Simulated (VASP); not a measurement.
Ba (bcc): computed properties

Level of theory: r2SCAN meta-GGA, VASP's PBE PAW potentials (set 64) (plane waves; VASP).

| Property | Value |
|---|---|
| space group | Im-3m (229) |
| cell | a = 5.0800 Å, b = 5.0800 Å, c = 5.0800 Å, α = 90.00°, β = 90.00°, γ = 90.00° |
| volume per atom | 65.55 Å³/atom |
| band gap (over mesh and band path) | none (metal, semimetal or under 0.01 eV) |
| band gap with spin-orbit coupling | none (metallic) |
| density | 3.48 g/cm³ |

```cif
data_Ba2
_chemical_formula_sum 'Ba2'
_space_group_name_H-M_alt 'Im-3m'
_space_group_IT_number 229
_space_group_name_Hall '-I 4 2 3'
_cell_length_a 5.07998
_cell_length_b 5.07998
_cell_length_c 5.07998
_cell_angle_alpha 90.000
_cell_angle_beta 90.000
_cell_angle_gamma 90.000
loop_
_atom_site_label
_atom_site_type_symbol
_atom_site_symmetry_multiplicity
_atom_site_Wyckoff_symbol
_atom_site_fract_x
_atom_site_fract_y
_atom_site_fract_z
_atom_site_occupancy
Ba1 Ba 2 a 0.00000 0.00000 0.00000 1
```
(The calculation used a cell of 1 atom; values per cell refer to that cell.)

Measured: a 4.995 Å at 0 K (computed value off by +1.7 %), as given by Gábor I. Csonka et al., Physical Review B (2009), arXiv:0903.4037 [low-temperature or extrapolated to 0 K; zero-point anharmonic expansion removed]. Unless said otherwise, spin-orbit coupling is left out, though it shifts the bands of the heavy elements here.

The compound is Ba in the bcc structure. It was relaxed first. Symmetry was kept, so distortions that lower it aren't found.
